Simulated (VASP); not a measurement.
Set up this calculation in VASP 6.6.1, as the native input.

```yaml
Task: relaxation of cell and atoms
Functional: PBE
Potentials_or_basis: VASP PAW PBE potentials, release 64 (Cs_sv, Li_sv, Cr_pv, Te, S)
Cutoff: 600 eV
k_mesh: 4 × 7 × 3
Occupations: fermi-dirac, width 0.05 eV
Spin: collinear spin, ferromagnetic start
Starting_moments: "[0.0, 0.0, 3.0, 3.0, 0.0, 0.0, 0.0, 0.0, 0.0] μB"
Further_INCAR_settings: ALGO = Normal; EDIFF = 1e-06; IBRION = 2; EDIFFG = -0.02; NSW = 60; ISIF = 3
```

The structure of CsLiCr2Te2S3 lies in POSCAR:

```
CsLiCr2Te2S3
1.0
    7.0568400000      0.0000000000      0.0078800000
    0.0000000000      3.9806000000      0.0000000000
   -2.6830200000      0.0000000000      8.6786900000
Cs Li Cr Te S
1 1 2 2 3
Direct
    0.0773900000      0.0000000000      0.3770600000
    0.8642400000      0.5000000000      0.7888300000
    0.1264600000      0.0000000000      0.9461600000
    0.5929000000      0.5000000000      0.9716500000
    0.5083800000      0.0000000000      0.1527000000
    0.5561200000      0.0000000000      0.7489300000
    0.8742600000      0.0000000000      0.6850200000
    0.2517600000      0.5000000000      0.8440200000
    0.9629400000      0.5000000000      0.0535700000
```

The cell was built by a generator and needn't be a form met in nature.

The input as run:

INCAR

```
SYSTEM = CsLiCr2Te2S3
  PREC = Accurate
  ENCUT = 600
  EDIFF = 1E-6
  ISMEAR = -1
  SIGMA = 0.05
  LREAL = .False.
  LASPH = .True.
  NELM = 120
  ALGO = Normal
  ISIF = 3
  LWAVE = .False.
  LCHARG = .False.
  ISPIN = 2
  MAGMOM = 0 0 3 3 0 0 0 0 0
  LORBIT = 11
  LMAXMIX = 4
  GGA = PE
  IBRION = 2
  NSW = 60
  EDIFFG = -0.02
  KPAR = 4
```

KPOINTS

```
regular mesh
0
Gamma
  4 7 3
  0 0 0
```

Potentials or basis: VASP PAW PBE potentials, release 64 (Cs_sv, Li_sv, Cr_pv, Te, S).

Run with:

```console
$ cat potpaw_PBE.64/Cs_sv/POTCAR potpaw_PBE.64/Li_sv/POTCAR potpaw_PBE.64/Cr_pv/POTCAR potpaw_PBE.64/Te/POTCAR potpaw_PBE.64/S/POTCAR > POTCAR
$ mpirun -np 4 vasp_std > vasp.out
```

It gave:

The pressure after relaxing is 0.0 GPa, the largest force after relaxing is 0.019 eV/Å and the band gap on the k mesh is 0.46 eV, indirect (least direct gap 0.75 eV). The net moment is 6.00 μB per cell, the site moments are Cs -0.00; Li -0.00; Cr +3.09, +2.95; Te -0.15, -0.05; S -0.03, -0.12, -0.06 μB and the valence electrons inside the program's atomic spheres are Cs 6.57; Li 2.12; Cr 10.48, 10.58; Te 3.41, 3.36; S 3.74, 3.71.

Caveat: the cutoff is under 1.25 times the usual one of these potentials, so pressure, stress and relaxed cells hold a basis-set (Pulay) error; the relaxation stopped at its first step, so nothing moved; spin-orbit coupling is left out, which moves the levels of the heavy elements; an odd mesh through Γ misses points on the zone boundary, where band edges often lie; only a ferromagnetic start was run, and an antiferromagnetic order may lie lower in energy.

Run time: 2.8 min on 4 MPI ranks on Intel(R) Xeon(R) 6975P-C (Granite Rapids), with other jobs on the host, peak memory 0.89 GiB a rank.
